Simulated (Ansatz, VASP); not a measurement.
## AlGaN2: VASP beside Ansatz

Wanted: the spread between two codes on one cell, functional and k mesh. The cell is taken from a series of runs on this material, whose earlier steps may have relaxed, scaled, displaced or heated it; both programs get it as it stands.

Method: plane waves, with VASP 6.6.1 beside it; relaxation of cell and atoms at LDA and zone-centre phonons at LDA, in Ansatz 0.2.0.

## Step 1: Starting point

Symmetry: P3m1, No. 156, trigonal system. Conventional cell: a = 3.119 Å, b = 3.119 Å, c = 5.053 Å, α = 90.00°, β = 90.00°, γ = 120.00°. Nearest to Al lie 4 N at 1.88 to 1.89 Å. Ga has 4 N at 1.92 to 1.94 Å nearest. Nearest to N lie 3 Al at 1.89 Å and 1 Ga at 1.94 Å. N has 1 Al at 1.88 Å and 3 Ga at 1.92 Å nearest. Farther neighbours and most contacts between anions are not listed.

## Step 2: Ansatz: relaxation of cell and atoms, LDA

Ansatz runs on its default PAW (the set named soft_2) files.

The relaxed volume is the usual yardstick between codes: in a stiff, nearly cubic crystal its relative difference is about their pressure difference at one cell divided by the bulk modulus.

input.yaml

```yaml
crystal:
  lattice:
    - [3.119159817, -2.863e-07, 0.0]
    - [-1.5595796606, 2.7012717831, 0.0]
    - [0.0, 0.0, 5.0528881864]
  atoms:
    - { symbol: Al, position: [0.0, 0.0, 0.9994966675] }
    - { symbol: Ga, position: [0.6666666667, 0.3333333333, 0.4971774587] }
    - { symbol: "N", position: [0.6666666667, 0.3333333333, 0.1128620021] }
    - { symbol: "N", position: [0.0, 0.0, 0.6268638718] }
kpoints:
  mp_grid: { grid: [9, 9, 6] }
hamiltonian:
  xc: lda
scf:
  occupations: { method: fixed }
output:
  forces: true
  stress: true
  eigenvalues: true
relax:
  adjacent_minimum: "off"
  f_tol: 0.001
  max_steps: 60
  cell: { stress_tol: 0.01 }
```

Launch:

```bash
ansatz run input.yaml --threads 2 --pin off --max-ram 5120MiB --backend cpu --events-out ev --progress --plain --runs-dir out
```

Numbers of over 12 decimals in the logs are rounded to 6 here.

What it wrote:

```text
Engine: ansatz 0.2.0, aarch64-unknown-linux-gnu
Pseudopotentials: kind: paw
Pseudopotential: Al, paw, valence charge 3, recommended cutoff 420 eV (normal), Al.paw.azcp
Pseudopotential: Ga, paw, valence charge 13, recommended cutoff 420 eV (normal), Ga.paw.azcp
Pseudopotential: N, paw, valence charge 5, recommended cutoff 420 eV (normal), N.paw.azcp
Functional definition: SPW92
  exchange = slater_x
  correlation = pw_c
Crystal: 4 atoms, lattice volume = 42.574 Å³
Basis set: ecut = 420 eV, 833 PW (Γ)
Bands: 17, of which v1, the nominal top of the filled ones, is band 13 counted from 1 (12 counted from 0)
Symmetry: 6 space group operations
Space group: P3m1 (ITA 156), of the structure as read, at distance tolerance 3.5e-5 Å
k-points: 62 of 486 (time reversal used)
Non-local potential: Al, projectors of the file, l = 0: 2, l = 1: 2, l = 2: 1
Non-local potential: Ga, projectors of the file, l = 0: 2, l = 1: 2, l = 2: 3, l = 3: 1
Non-local potential: N, projectors of the file, l = 0: 2, l = 1: 2, l = 2: 1
PAW form: soft (Blöchl's): semilocal exchange-correlation on the pseudo side does not see the compensation charge
PAW frozen core: Al, regenerated for the run's functional, and the local potential with it (the file was generated under x = pbe(κ = 0.804, μ = 0.219515), c = pbe(β = 0.066725))
PAW frozen core: Ga, regenerated for the run's functional, and the local potential with it (the file was generated under x = pbe(κ = 0.804, μ = 0.219515), c = pbe(β = 0.066725))
PAW frozen core: N, regenerated for the run's functional, and the local potential with it (the file was generated under x = pbe(κ = 0.804, μ = 0.219515), c = pbe(β = 0.066725))
PAW one-centre angular grid: Al, 110 points (default); XC on 64 Gauss nodes
PAW one-centre angular grid: Ga, 590 points (default); XC on 64 Gauss nodes
PAW one-centre angular grid: N, 110 points (default); XC on 64 Gauss nodes
Initial density: superposition of atomic densities (neutral atoms: chi_scale 0, normalization atom), corrected by the library's trained network
Initial wavefunctions: pseudopotential atomic-orbital guess
Functional: x = slater, c = lda
SCF iter   1: F=—  HF=-4971.940783 eV  |F-HF|=—  |Δ(HF+E_count)|=         —  Δρ=1.18e-2  dr2=6.18e-2  ethr=1.77e-3  ⟨swp⟩=4.8  Hψ=4614  notcnv=0  defer=109
preconditioner: auto → none  [insulator: Δε(μ)=3.015 eV  Ē_g=15.710 eV  n_scr=10 (ndim 8)  ℏωp=29.0 eV  f_vac=0.000  ε∞_Penn≈4.4]
SCF iter   2: F=—  HF=-4971.925140 eV  |F-HF|=—  |Δ(HF+E_count)|=   1.56e-2  Δρ=6.03e-3  dr2=1.03e-2  ethr=2.38e-4  ⟨swp⟩=2.3  Hψ=2113  notcnv=0  defer=124
SCF iter   3: F=—  HF=-4971.921964 eV  |F-HF|=—  |Δ(HF+E_count)|=   3.18e-3  Δρ=1.65e-3  dr2=5.44e-4  ethr=3.97e-5  ⟨swp⟩=2.0  Hψ=1603  notcnv=0  defer=124
SCF iter   4: F=—  HF=-4971.921780 eV  |F-HF|=—  |Δ(HF+E_count)|=   1.84e-4  Δρ=6.83e-4  dr2=1.47e-4  ethr=2.09e-6  ⟨swp⟩=2.5  Hψ=1774  notcnv=0  defer=124
SCF iter   5: F=—  HF=-4971.921737 eV  |F-HF|=—  |Δ(HF+E_count)|=   4.32e-5  Δρ=1.60e-4  dr2=8.28e-6  ethr=5.66e-7  ⟨swp⟩=3.0  Hψ=1871  notcnv=0  defer=59
SCF iter   6: F=—  HF=-4971.921735 eV  |F-HF|=—  |Δ(HF+E_count)|=   1.38e-6  Δρ=3.01e-5  dr2=2.92e-7  ethr=3.18e-8  ⟨swp⟩=2.3  Hψ=1555  notcnv=0
SCF iter   7: F=-4971.921735 eV  HF=-4971.921735 eV  |F-HF|=1.77e-9  |Δ(HF+E_count)|=   6.72e-8  Δρ=1.01e-5  dr2=2.40e-8  ethr=3.85e-10  ⟨swp⟩=5.3  Hψ=5206  notcnv=0
SCF 1 converged in 7 iterations: F = -4971.921735 eV  dr2 = 2.40e-8
  greatest PAW one-centre occupation: 0.996 electrons in one spin orbital (limit 2), on the Ga atom at site 1 (counted from 0), in its partial waves of l = 2
relax step   1: F+E_penalty+E_count = -4971.92173528 eV  Δ(F+E_penalty+E_count) = +0.000e0 eV  max|allowed force component| = 1.464e-3 eV/Å  Δτ_max = 0.0000 Å  P = -0.001 GPa  Ω = 42.574 Å³  (7 SCF iters, dr2 threshold 1.00e-7 eV, accepted)
[...]
relax step   2: F+E_penalty+E_count = -4971.92173564 eV  Δ(F+E_penalty+E_count) = -3.575e-7 eV  max|allowed force component| = 6.921e-4 eV/Å  Δτ_max = 0.0000 Å  P = -0.000 GPa  Ω = 42.574 Å³  energy of the carried Pulay correction = +2.953e-7 eV  (4 SCF iters, dr2 threshold 1.34e-10 eV, accepted)
[...]
relax step   3: F+E_penalty+E_count = -4971.92173564 eV  Δ(F+E_penalty+E_count) = -3.638e-11 eV  max|allowed force component| = 6.935e-4 eV/Å  Δτ_max = 0.0000 Å  P = -0.000 GPa  Ω = 42.574 Å³  stress off target by 3.96e-3 GPa  SCF on the basis re-selected at this cell (its energy is not comparable with the rows above)  (4 SCF iters)
basis re-selected at this cell: Δ(F+E_penalty+E_count) = -3.638e-11 eV, ΔP = +0.000 GPa vs the last step (what re-selecting the basis moved, of the pressure what is left beyond the Pulay correction that the steps carried, after the strain that the cell walked since its last selection, with what the two solves' SCF thresholds leave and, on support functions, any second-order correction that the steps lacked; it is no  [...]
SCF converged after 4 iterations
Free energy (F): -4971.921736 eV
Harris-Foulkes:  -4971.921736 eV  (|F-HF|=0.00e0)
Internal energy: -4971.921736 eV  (E = F + TS)
E sigma→0 (E₀):  -4971.921736 eV
Fermi energy:    8.549089 eV
--- Per-component energies (eV) ---
  E_band       = 0.837369
  E_kinetic    = 407.665274
  E_local      = -2546.822310  (includes V_loc(G=0)·N_el)
  E_nonlocal   = 535.410554
  E_hartree    = 1156.430259
  E_xc         = -229.058501
  E_vxc        = -242.598546  (∫ρ·V_xc dr)
  E_paw        = -2597.185236  (= ΣΔE_a)
  E_vpaw       = -465.678206  (= ΣTr[D̂ρ^β])
  E_aug_tail   = 0.000069  (compensation charges beyond the density's cutoff)
  E_ewald      = -1700.306131
  E_core_change = 1.944285  (= ΣΔE_core)
  E_smearing   = -0.000000  (= −TS)
  E_closure    = 0.000000  (closes the sum)
  Σ components = -4971.921736   (vs F -4971.921736, Δ=0.00e0)
--- Forces (eV/Å), atoms counted from 1 ---
  atom   1  Al     0.00000000     0.00000000     0.00024869
  atom   2  Ga    -0.00000000     0.00000000     0.00011494
  atom   3  N      0.00000000     0.00000000     0.00033627
  atom   4  N     -0.00000000    -0.00000000    -0.00069135
  max |Σ_I F_I| component: 8.55e-6 eV/Å
--- Stress (GPa, compression-positive) ---
        0.001588       0.000000      -0.000000
        0.000000       0.001588      -0.000000
       -0.000000      -0.000000      -0.003957
  P = ⅓ Tr σ = -0.0003 GPa (-0.003 kbar)
--- Band table (eV; the first three rows and the last of 62) ---
  k-point 0: bands = [... 9 lower, 7.4131, 8.4352, 8.5491, 8.5491, 11.6354, 14.1899, 18.3130, 19.0889]
  k-point 1: bands = [... 9 lower, 7.4557, 7.7869, 8.5029, 8.5029, 12.1630, 14.2590, 18.1359, 19.0619]
  k-point 2: bands = [... 9 lower, 7.5559, 7.5559, 8.3965, 8.3965, 13.0803, 14.3720, 17.7633, 18.6483]
  k-point 61: bands = [... 9 lower, 4.1737, 4.4813, 7.2255, 7.4010, 15.2053, 15.4279, 15.8486, 16.1903]
--- Relaxed structure (2 steps of the walk, 2 accepted, 1 SCFs on fresh bases) ---
  F+E_penalty+E_count = -4971.92173564 eV   max|allowed force component| = 6.935e-4 eV/Å   (the final SCF, on the basis selected at the relaxed cell)
  cell:  # Å, volume = 42.5740 Å³
    - [3.119154, -2.8627460094341317e-7, 0]
    - [-1.559577, 2.701267, 0]
    - [0, 0, 5.052899]
  atoms:
    - { symbol: Al, position: [-2.7755398570111133e-17, 0, 0.999494] }
    - { symbol: Ga, position: [0.666667, 0.333333, 0.497181] }
    - { symbol: N, position: [0.666667, 0.333333, 0.112868] }
    - { symbol: N, position: [-2.7755228064420175e-17, 0, 0.626858] }
```

Reading the cycles: dr2 is the Hartree energy of the density residual (eV), the measure of convergence; HF is the Harris–Foulkes estimate of the energy, which meets the free energy F at convergence.

## Step 3: VASP: relaxation of cell and atoms, LDA

The same cell, functional (in two slightly different forms) and mesh now go to VASP, with its own data sets.

Lines of VASP's logs that name or quote its potential files are left out, and so is its time.

INCAR

```
SYSTEM = AlGaN2
PREC = Accurate
ENCUT = 600
EDIFF = 1E-07
NELM = 120
ISMEAR = 0
SIGMA = 0.01
LREAL = .FALSE.
ALGO = Normal
GGA = PW92
NBANDS = 19
LORBIT = 11
LWAVE = .FALSE.
LCHARG = .FALSE.
ISIF = 3
IBRION = 2
NSW = 80
EDIFFG = -0.005
LASPH = .TRUE.
GGA_COMPAT = .FALSE.
NELMIN = 4
EFERMI = MIDGAP
KPAR = 2
```

POSCAR

```
AlGaN2
1.0
    3.1191600000      0.0000000000      0.0000000000
   -1.5595800000      2.7012720000      0.0000000000
    0.0000000000      0.0000000000      5.0528880000
Al Ga N
1 1 2
Direct
    0.0000000000      0.0000000000      0.9994967235
    0.6666666667      0.3333333333      0.4971774557
    0.6666666667      0.3333333333      0.1128619910
    0.0000000000      0.0000000000      0.6268638846
```

KPOINTS

```
Automatic mesh
0
Gamma
9 9 6
0 0 0
```

PAW data sets: Al, Ga_d and N (LDA family, release 64).

Launch:

```bash
mpirun -np 2 vasp_std
```

What it wrote:

```text
[banner, memory and clock lines left out]
running    2 mpi-ranks, on    1 nodes
 distrk:  each k-point on    1 cores,    2 groups
 distr:  one band on    1 cores,    1 groups

 POSCAR found type information on POSCAR AlGaN
 POSCAR found :  3 types and       4 ions
|                                                                             |
|               ----> ADVICE to this user running VASP <----                  |
|                                                                             |
|     You enforced a specific xc type in the INCAR file but a different       |
|     [... a line on the potential file left out ...]
|     I HOPE YOU KNOW WHAT YOU ARE DOING!                                     |
|                                                                             |

 LDA part: xc-table for (Slater(with rela. corr.)+PW92), standard interpolation
 POSCAR, INCAR and KPOINTS ok, starting setup
 FFT: planning ... GRIDC
 FFT: planning ... GRID_SOFT
 FFT: planning ... GRID
 WAVECAR not read
 entering main loop
       N       E                     dE             d eps       ncg     rms          rms(c)
DAV:   1     0.205053421166E+03    0.20505E+03   -0.13805E+04  2433   0.223E+03
DAV:   2    -0.102932856285E+02   -0.21535E+03   -0.20412E+03  2611   0.484E+02
DAV:   3    -0.344086186084E+02   -0.24115E+02   -0.23823E+02  2700   0.127E+02
DAV:   4    -0.351316213263E+02   -0.72300E+00   -0.72108E+00  3259   0.225E+01
DAV:   5    -0.351395354287E+02   -0.79141E-02   -0.79110E-02  2841   0.228E+00    0.117E+01
DAV:   6    -0.304358810079E+02    0.47037E+01   -0.17460E+01  3554   0.572E+01    0.392E+00
DAV:   7    -0.304262539297E+02    0.96271E-02   -0.10634E+00  2647   0.834E+00    0.264E+00
DAV:   8    -0.303732533132E+02    0.53001E-01   -0.18834E-01  3304   0.457E+00    0.781E-01
DAV:   9    -0.303630141344E+02    0.10239E-01   -0.38308E-02  3344   0.324E+00    0.301E-01
DAV:  10    -0.303632929712E+02   -0.27884E-03   -0.57862E-03  2917   0.580E-01    0.933E-02
DAV:  11    -0.303632632495E+02    0.29722E-04   -0.24246E-04  3121   0.158E-01    0.308E-02
DAV:  12    -0.303632618573E+02    0.13922E-05   -0.28790E-05  2896   0.608E-02    0.188E-02
DAV:  13    -0.303632614733E+02    0.38400E-06   -0.31647E-06  3262   0.175E-02    0.107E-02
DAV:  14    -0.303632608119E+02    0.66140E-06   -0.32231E-06  3278   0.280E-02    0.213E-03
DAV:  15    -0.303632608358E+02   -0.23879E-07   -0.31273E-07  2321   0.432E-03
   1 F= -.30363261E+02 E0= -.30363261E+02  d E =-.303633E+02
[...]
2 F= -.30363275E+02 E0= -.30363275E+02  d E =-.141047E-04
[...]
3 F= -.30363481E+02 E0= -.30363481E+02  d E =-.219850E-03
[...]
4 F= -.30363481E+02 E0= -.30363481E+02  d E =-.219728E-03
 curvature:  -0.25 expect dE=-0.180E-05 dE for cont linesearch -0.419E-06
 ZBRENT: accuracy reached
 trial: gam= 0.00000 g(F)=  0.369E-05 g(S)=  0.357E-05 ort =-0.382E-04 (trialstep = 0.904E+00)
 search vector abs. value=  0.725E-05
 bond charge predicted
       N       E                     dE             d eps       ncg     rms          rms(c)
DAV:   1    -0.303634975741E+02   -0.16998E-04   -0.85361E-04  2842   0.434E-01    0.251E-02
DAV:   2    -0.303634845502E+02    0.13024E-04   -0.44273E-05  3273   0.172E-01    0.109E-02
DAV:   3    -0.303634817927E+02    0.27575E-05   -0.59880E-06  3938   0.668E-02    0.332E-03
DAV:   4    -0.303634814181E+02    0.37460E-06   -0.15696E-06  2682   0.112E-02    0.957E-04
DAV:   5    -0.303634814002E+02    0.17872E-07   -0.71899E-08  1508   0.232E-03
   5 F= -.30363481E+02 E0= -.30363481E+02  d E =-.836073E-06
 trial-energy change:   -0.000001  1 .order   -0.000001   -0.000007    0.000005
 step:   0.5323(harm=  0.5323)  dis= 0.00015  next Energy=   -30.363482 (dE=-0.193E-05)
 reached required accuracy - stopping structural energy minimisation
```

From OUTCAR (step 3):

```text
ion  position               nearest neighbor table
   1  0.000  0.000  0.999-   4 1.88   3 1.89   3 1.89   3 1.89   2 3.09   2 3.09   2 3.09   2 3.11
                             2 3.11   2 3.11
   2  0.667  0.333  0.497-   4 1.92   4 1.92   4 1.92   3 1.94   1 3.09   1 3.09   1 3.09   1 3.11
                             1 3.11   1 3.11
   3  0.667  0.333  0.113-   1 1.89   1 1.89   1 1.89   2 1.94
   4  0.000  0.000  0.627-   1 1.88   2 1.92   2 1.92   2 1.92

  LATTYP: Found a hexagonal cell.
 ALAT       =     3.1191600000
 C/A-ratio  =     1.6199515254

 Subroutine GETGRP returns: Found  6 space group operations
 (whereof  6 operations were pure point group operations)

The static configuration has the point symmetry C_3v.

 Found     62 irreducible k-points:

   k-points           NKPTS =     62   k-points in BZ     NKDIM =     62   number of bands    NBANDS=     19

   dimension x,y,z NGX =    28 NGY =   28 NGZ =   40
   dimension x,y,z NGXF=    56 NGYF=   56 NGZF=   80

   ENCUT  =  600.0 eV  44.10 Ry    6.64 a.u.   6.23  6.23 10.09*2*pi/ulx,y,z

   NELECT =      26.0000    total number of electrons

 k-points in reciprocal lattice and weights: Automatic mesh
   0.00000000  0.00000000  0.00000000       0.002
   0.11111111  0.00000000  0.00000000       0.012
   0.22222222 -0.00000000  0.00000000       0.012
   0.33333333  0.00000000  0.00000000       0.012
   0.44444444 -0.00000000  0.00000000       0.012
   0.11111111  0.11111111  0.00000000       0.012
   0.22222222  0.11111111  0.00000000       0.025
   0.33333333  0.11111111  0.00000000       0.025
   0.44444444  0.11111111  0.00000000       0.012
[...]
0.33333333  0.22222222  0.50000000       0.025
   0.33333333  0.33333333  0.50000000       0.004

 average (electrostatic) potential at core
       1 -70.4088       2 -63.7696       3 -60.5712       4 -60.8070

 E-fermi :   7.3058

 k-point     1 :       0.0000    0.0000    0.0000
  band No.  band energies     occupation
    ...
      9       4.6302      2.00000
     10       4.6302      2.00000
     11       5.6502      2.00000
     12       5.7653      2.00000
     13       5.7653      2.00000
     14       8.8463      0.00000
     15      11.3938      0.00000
     16      15.5103      0.00000
     17      16.2827      0.00000
     18      16.2827      0.00000
    ...

 k-point     2 :       0.1111    0.0000    0.0000
  band No.  band energies     occupation
    ...
      9       3.8875      2.00000
     10       4.4389      2.00000
     11       4.8779      2.00000
     12       5.5832      2.00000
     13       5.6520      2.00000
     14       9.6024      0.00000
     15      12.0185      0.00000
     16      14.9710      0.00000
     17      15.5929      0.00000
     18      16.6501      0.00000
    ...

 k-point     3 :       0.2222   -0.0000    0.0000
  band No.  band energies     occupation
    ...
      9       2.2998      2.00000
     10       3.4151      2.00000
     11       3.9956      2.00000
     12       5.2402      2.00000
     13       5.3748      2.00000
     14      10.7512      0.00000
     15      12.5938      0.00000
     16      13.9569      0.00000
     17      14.6863      0.00000
     18      16.8873      0.00000
    ...

  Total        0.0136751      0.0136751      0.0113595      0.0000000      0.0000000      0.0000000
  in kB        0.5133303      0.5133303      0.4264107      0.0000000      0.0000000      0.0000000
  external PRESSURE =       0.4843571 kB  Pullay stress =       0.0000000 kB

  energy-cutoff  :      600.00
  volume of cell :       42.68
      direct lattice vectors                 reciprocal lattice vectors
     3.121717103  0.000000000  0.000000000     0.320336522  0.184946364  0.000000000
    -1.560858551  2.703486516  0.000000000     0.000000000  0.369892727  0.000000000
     0.000000000 -0.000000000  5.057376777     0.000000000  0.000000000  0.197730967

 POSITION                                       TOTAL-FORCE (eV/Angst)
 -----------------------------------------------------------------------------------
      0.00000     -0.00000      5.05471         0.000000      0.000000      0.000175
      1.56086      0.90116      2.51450        -0.000000     -0.000000     -0.001638
      1.56086      0.90116      0.57001         0.000000     -0.000000      0.001470
      0.00000     -0.00000      3.17110         0.000000      0.000000     -0.000007
 -----------------------------------------------------------------------------------
    total drift:                               -0.000000      0.000005      0.000662

  FREE ENERGIE OF THE ION-ELECTRON SYSTEM (eV)
  ---------------------------------------------------
  free  energy   TOTEN  =       -30.3634814002 eV

  energy  without entropy=      -30.3634814002  energy(sigma->0) =      -30.36348140

 reached required accuracy - stopping structural energy minimisation

 total charge
# of ion       s       p       d       tot
------------------------------------------
    1        0.377   0.454   0.000   0.831
    2        0.802   0.961  10.208  11.971
    3        1.207   2.582   0.000   3.789
    4        1.208   2.552   0.000   3.760
--------------------------------------------------
tot          3.594   6.549  10.208  20.351

[... 3 further parts left out ...]
```

The run keeps the 6 symmetry operations of its start, so it cannot find a distortion of lower symmetry.

## Step 4: Comparison

Known differences besides the potentials themselves: fixed occupations in Ansatz, narrow Gaussian smearing in VASP; the cutoff is 420 eV in Ansatz and 600 eV in VASP; VASP's log shows a relativistic correction to its local exchange, Ansatz's none; Ansatz adds a Pulay correction to the stress that steers its cell, VASP none. Total energies have different zeros and are not compared.

Both answers:

| quantity | Ansatz | VASP | difference |
| --- | --- | --- | --- |
| volume (Å³) | 42.57 | 42.68 | -0.25 % |
| edge a after relaxation, in the typed setting (Å) | 3.119 | 3.122 | -0.08 % |
| edge c after relaxation, in the typed setting (Å) | 5.053 | 5.057 | -0.09 % |

(Continued in part 2 of 2.)

[Lines on the potential files, build, host, timing and source positions are cut from VASP's logs without a mark.]

[Logs are printed without paths, hosts, clocks, repeated set-up lines and the standing remarks that a program may print on its own settings, such as how far it seeks lower states.]

[Hosts, paths, dates, database ids (printed as entryN), source tags and the programs' standing remarks are cut or masked in the printed files.]
